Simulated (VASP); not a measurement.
```xyz
1
Lattice="-1.6451 1.6451 1.6451 1.6451 -1.6451 1.6451 1.6451 1.6451 -1.6451" Properties=species:S:1:pos:R:3 pbc="T T T"
Nb     0.0000     0.0000     0.0000
```

All values below come from PBE GGA with D4 dispersion, VASP's PBE PAW potentials (set 64) (plane waves; VASP). Run with 520 eV cut-off, Gaussian smearing of 0.050 eV, potentials Nb_sv.

Task: Give the energies of bands 5 to 9 at the high-symmetry points, in eV from the Fermi level.

Result: 
```json
[
 {"band": "5", "Γ": "-5.96", "H": "-3.78", "N": "-3.76", "P": "-1.09"},
 {"band": "6", "Γ": "0.37", "H": "-3.78", "N": "-1.68", "P": "-1.09"},
 {"band": "7", "Γ": "0.37", "H": "5.69", "N": "2.35", "P": "-1.09"},
 {"band": "8", "Γ": "0.37", "H": "5.69", "N": "3.36", "P": "4.19"},
 {"band": "9", "Γ": "3.32", "H": "5.69", "N": "4.05", "P": "4.19"}
]
```

It has no gap at this level: it comes out as a metal or semimetal.

The compound is Nb in the bcc structure. It was relaxed first.
